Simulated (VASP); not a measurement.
Given:

```
NbN
1.0
    0.00000     2.20163     2.20163
    2.20163     0.00000     2.20163
    2.20163     2.20163     0.00000
Nb N
1 1
Direct
  0.00000   0.00000   0.00000
  0.50000   0.50000   0.50000
```

The numbers are results of optB86b-vdW, VASP's PBE PAW potentials (set 64) (plane waves; VASP 6.6.1), not measurements. Numerical set-up: 520 eV cut-off, Gaussian smearing of 0.050 eV, potentials Nb_sv N.

Question: Predict the band gap (along the path) with the smallest direct gap where there is one.

Answer: 
The band gap (along the path) comes out as none (metal, semimetal or under 0.01 eV).

The compound is NbN in the rock salt structure, the cubic δ form, which competes with hexagonal ones. It was relaxed first.
